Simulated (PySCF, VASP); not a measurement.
An input for PySCF (PBE, Gaussian basis gth-dzvp-molopt-sr, GTH pseudopotentials gth-pbe, FFT density fitting with multigrid):

```
import numpy as np
from pyscf.pbc import gto, scf, dft

cell = gto.M(
    a=np.array([[0, 2.9008, 2.9008],
              [2.9008, 0, 2.9008],
              [2.9008, 2.9008, 0]]),
    atom='''
Ca              0              0              0
Se         2.9008         2.9008         2.9008
''',
    basis='gth-dzvp-molopt-sr',
    pseudo='gth-pbe',
    ke_cutoff=110,
    precision=1e-07,
    max_memory=2000,
    verbose=4,
)

kpts = cell.make_kpts([5, 5, 5])
kmf = dft.KRKS(cell, kpts).multigrid_numint()
kmf.xc = 'pbe'
kmf.conv_tol = 1e-08
kmf.max_cycle = 80
kmf.diis_start_cycle = 3
kmf.damp = 0.7
kmf = scf.addons.smearing_(kmf, sigma=0.000734986, method='fermi')
kmf.kernel()

res = dict(e_tot=kmf.e_tot, converged=kmf.converged, nao=cell.nao, mesh=cell.mesh, nelectron=cell.nelectron)
res.update(e_free=kmf.e_free, e_zero=kmf.e_zero)
np.savez('results.npz', **res)
eps, occ = np.array(kmf.mo_energy), np.array(kmf.mo_occ)
nk = len(kmf.kpts)
res.update(mo_energy=eps, mo_occ=occ)
print('electrons per cell = %.6f' % (occ.sum() / nk))
full = 1.0
print('highest filled level = %.6f Ha, lowest empty level = %.6f Ha' % (eps[occ > full].max(), eps[occ <= full].min()))
np.savez('results.npz', **res)
```

**Question.** Translate it to VASP.

**Answer.** One set of files that does it:

INCAR:
```
GGA = PE
SYSTEM = CaSe
LASPH = .True.   # aspherical one-centre terms
LWAVE = .False.
ISIF = 2   # forces and stress, cell fixed
NELM = 100   # most electronic steps
ALGO = Normal   # blocked Davidson
LREAL = .False.
PREC = Accurate
EDIFF = 1E-6   # SCF stop (eV)
ENCUT = 300
LCHARG = .False.
LMAXMIX = 4
SIGMA = 0.02   # width (eV)
ISMEAR = -1   # Fermi-Dirac
```

File KPOINTS:
```
Automatic mesh
0
gamma
 5 5 5
0 0 0
```

**POSCAR**
```
CaSe
4.1023510
  0.0000000000   0.7071067298   0.7071067298
  0.7071067298   0.0000000000   0.7071067298
  0.7071067298   0.7071067298   0.0000000000
Ca Se
1 1
Cart
  0.0000000000   0.0000000000   0.0000000000
  0.7071067298   0.7071067298   0.7071067298
```

POTCAR, in this order: Ca_sv Se (PBE.64 set). Program: vasp_std.

Both are inputs of real runs that ended normally. What can't carry over is the choice of potentials or basis and its cut-off, and each code's defaults.

The structure is a typed CaSe crystal (Fm-3m). The cell was not relaxed at this level, and its volume differs by -5.9 % from the start's.
